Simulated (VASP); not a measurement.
All values below come from r2SCAN meta-GGA, VASP's PBE PAW potentials (set 64) (plane waves; VASP).

Input for VASP

### KPOINTS_OPT
```
k-points along high-symmetry lines
10
Line-mode
Reciprocal
  0.000000   0.000000   0.000000 ! GAMMA
  0.000000   0.500000   0.000000 ! X

  0.000000   0.500000   0.000000 ! X
  0.500000   0.500000   0.000000 ! M

  0.500000   0.500000   0.000000 ! M
  0.000000   0.000000   0.000000 ! GAMMA

  0.000000   0.000000   0.000000 ! GAMMA
  0.500000   0.500000   0.500000 ! R

  0.500000   0.500000   0.500000 ! R
  0.000000   0.500000   0.000000 ! X

  0.500000   0.500000   0.500000 ! R
  0.500000   0.500000   0.000000 ! M
```

### POSCAR
```
AuZn
1
    3.1473172334     0.0000000000    -0.0000000000
    0.0000000000     3.1473172334    -0.0000000000
   -0.0000000000     0.0000000000     3.1473172334
Zn Au
1 1
Direct
  0.5000000000   0.5000000000   0.5000000000
  0.0000000000   0.0000000000   0.0000000000
```

KPOINTS:
```
kpoints
0
gamma
  13 13 13
```

### INCAR
```
ALGO  =  Normal
EDIFF  =  1E-7
ENCUT  =  400
ISIF  =  2
ISMEAR  =  -5
LASPH  =  .True.
LCHARG  =  .False.
LMAXMIX  =  6
LMIXTAU  =  .True.
LORBIT  =  11
LREAL  =  .False.
LWAVE  =  .False.
METAGGA  =  R2SCAN
NEDOS  =  601
NELM  =  100
PREC  =  Accurate
SYSTEM  =  AuZn
```

POTCAR, in this order: Zn Au (PBE.64 set). Program: vasp_std.

The run wrote:

### OUTCAR
```
 ion  position               nearest neighbor table
   1  0.500  0.500  0.500-   2 2.73   2 2.73   2 2.73   2 2.73   2 2.73   2 2.73   2 2.73   2 2.73
  LATTYP: Found a simple cubic cell.
 ALAT       =     3.1473172334
 Subroutine PRICEL returns:
 Original cell was already a primitive cell.
 Subroutine GETGRP returns: Found 48 space group operations
The static configuration has the point symmetry O_h .
The dynamic configuration has the point symmetry O_h .
 Subroutine INISYM returns: Found 48 space group operations
 Subroutine IBZKPT returns following result:
 Found     84 irreducible k-points:

 Following reciprocal coordinates:
            Coordinates               Weight
  0.000000  0.000000  0.000000      1.000000
  0.076923  0.000000  0.000000      6.000000
  0.153846  0.000000  0.000000      6.000000
  0.230769  0.000000  0.000000      6.000000
  0.307692  0.000000  0.000000      6.000000
  0.384615  0.000000  0.000000      6.000000
  0.461538  0.000000  0.000000      6.000000
  0.076923  0.076923  0.000000     12.000000
  0.153846  0.076923  0.000000     24.000000
  0.230769  0.076923  0.000000     24.000000
  0.307692  0.076923  0.000000     24.000000
  0.384615  0.076923  0.000000     24.000000
  0.461538  0.076923  0.000000     24.000000
  0.153846  0.153846  0.000000     12.000000
  0.230769  0.153846  0.000000     24.000000
  0.307692  0.153846  0.000000     24.000000
  0.384615  0.153846  0.000000     24.000000
  0.461538  0.153846  0.000000     24.000000
  0.230769  0.230769  0.000000     12.000000
  0.307692  0.230769  0.000000     24.000000
  0.384615  0.230769  0.000000     24.000000
  0.461538  0.230769  0.000000     24.000000
  0.307692  0.307692  0.000000     12.000000
  0.384615  0.307692  0.000000     24.000000
  0.461538  0.307692  0.000000     24.000000
  0.384615  0.384615  0.000000     12.000000
  0.461538  0.384615  0.000000     24.000000
  0.461538  0.461538  0.000000     12.000000
  0.076923  0.076923  0.076923      8.000000
  0.153846  0.076923  0.076923     24.000000
  0.230769  0.076923  0.076923     24.000000
  0.307692  0.076923  0.076923     24.000000
  0.384615  0.076923  0.076923     24.000000
  0.461538  0.076923  0.076923     24.000000
  0.153846  0.153846  0.076923     24.000000
  0.230769  0.153846  0.076923     48.000000
  0.307692  0.153846  0.076923     48.000000
  0.384615  0.153846  0.076923     48.000000
  0.461538  0.153846  0.076923     48.000000
  0.230769  0.230769  0.076923     24.000000
   k-points           NKPTS =     84   k-points in BZ     NKDIM =     84   number of bands    NBANDS=     15
   number of dos      NEDOS =    601   number of ions     NIONS =      2
   total plane-waves  NPLWV =  13824
   dimension x,y,z NGX =    24 NGY =   24 NGZ =   24
   dimension x,y,z NGXF=    48 NGYF=   48 NGZF=   48
   ions per type =               1   1
   PREC   = accura    normal or accurate (medium, high low for compatibility)
   ISTART =      0    job   : 0-new  1-cont  2-samecut
   ICHARG =      2    charge: 1-file 2-atom 10-const
   ISPIN  =      1    spin polarized calculation?
   LNONCOLLINEAR =      F non collinear calculations
   LSORBIT =      F    spin-orbit coupling
   INIWAV =      1    electr: 0-lowe 1-rand  2-diag
   ENCUT  =  400.0 eV  29.40 Ry    5.42 a.u.   5.13  5.13  5.13*2*pi/ulx,y,z
   NELM   =    100;   NELMIN=  2; NELMDL= -5     # of ELM steps
   EDIFF  = 0.1E-06   stopping-criterion for ELM
   LREAL  =      F    real-space projection
   NLSPLINE    = F    spline interpolate recip. space projectors
   LMAXMIX     =    6 max onsite mixed and CHGCAR
   VOSKOWN=      0    Vosko Wilk Nusair interpolation
...
```

OSZICAR:
```
       N       E                     dE             d eps       ncg     rms          rms(c)
DAV:   1     0.474853431234E+02    0.47485E+02   -0.10319E+04  2640   0.170E+03
DAV:   2    -0.621858448945E+02   -0.10967E+03   -0.10673E+03  2667   0.305E+02
DAV:   3    -0.654889645788E+02   -0.33031E+01   -0.32924E+01  3080   0.635E+01
DAV:   4    -0.655099376433E+02   -0.20973E-01   -0.20965E-01  2961   0.435E+00
DAV:   5    -0.655102025355E+02   -0.26489E-03   -0.26493E-03  3101   0.503E-01    0.905E+00
DAV:   6    -0.599069171258E+02    0.56033E+01   -0.54782E+00  2562   0.300E+01    0.684E+00
DAV:   7    -0.598775130809E+02    0.29404E-01   -0.31126E-01  2828   0.786E+00    0.366E+00
DAV:   8    -0.598865525937E+02   -0.90395E-02   -0.24256E-01  2779   0.617E+00    0.959E-01
DAV:   9    -0.599326114652E+02   -0.46059E-01   -0.37476E-02  2716   0.319E+00    0.246E-01
DAV:  10    -0.599338078501E+02   -0.11964E-02   -0.60693E-03  2849   0.849E-01    0.738E-02
DAV:  11    -0.599338855861E+02   -0.77736E-04   -0.28099E-03  2779   0.608E-01    0.549E-02
DAV:  12    -0.599341714131E+02   -0.28583E-03   -0.19137E-04  2653   0.154E-01    0.332E-02
DAV:  13    -0.599341744122E+02   -0.29991E-05   -0.38235E-05  3003   0.857E-02    0.131E-02
DAV:  14    -0.599342027653E+02   -0.28353E-04   -0.36239E-05  2765   0.905E-02    0.359E-03
DAV:  15    -0.599342011203E+02    0.16450E-05   -0.19445E-06  2688   0.229E-02    0.211E-03
DAV:  16    -0.599342011047E+02    0.15589E-07   -0.20681E-07  2201   0.644E-03
   1 F= -.59934201E+02 E0= -.59934201E+02  d E =0.000000E+00
       N       E                     dE             ncg
```

File OUTCAR:
```
------------------------ aborting loop because EDIFF is reached ----------------------------------------
  FORCE on cell =-STRESS in cart. coord.  units (eV):
  Direction    XX          YY          ZZ          XY          YZ          ZX
  --------------------------------------------------------------------------------------
  Total        0.0107902      0.0107902      0.0107902      0.0000000      0.0000000     -0.0000000
  in kB        0.5545228      0.5545228      0.5545228      0.0000000      0.0000000     -0.0000000
  external PRESSURE =       0.5545228 kB  Pullay stress =       0.0000000 kB
  volume of cell :       31.18
      direct lattice vectors                 reciprocal lattice vectors
     3.147317233  0.000000000  0.000000000     0.317730920  0.000000000  0.000000000
     0.000000000  3.147317233  0.000000000     0.000000000  0.317730920  0.000000000
     0.000000000  0.000000000  3.147317233     0.000000000  0.000000000  0.317730920
 POSITION                                       TOTAL-FORCE (eV/Angst)
 -----------------------------------------------------------------------------------
      1.57366      1.57366      1.57366         0.000000      0.000000      0.000000
      0.00000      0.00000      0.00000         0.000000      0.000000      0.000000
 -----------------------------------------------------------------------------------
    total drift:                                0.000000      0.000000     -0.000000
  FREE ENERGIE OF THE ION-ELECTRON SYSTEM (eV)
  ---------------------------------------------------
  free  energy   TOTEN  =       -59.9342011047 eV

  energy  without entropy=      -59.9342011047  energy(sigma->0) =      -59.93420110

 total charge

# of ion       s       p       d       tot
------------------------------------------
    1        0.511   0.448   9.784  10.743
    2        0.629   0.403   8.719   9.752
--------------------------------------------------
tot          1.140   0.851  18.504  20.495
```
(Selected blocks of OUTCAR.)

For a metal the tetrahedron method with Blöchl corrections gives inexact stress and forces.

The compound is AuZn in the CsCl type structure. It was relaxed first. The electron count is odd and the run is not spin-polarised, which forces a metal.
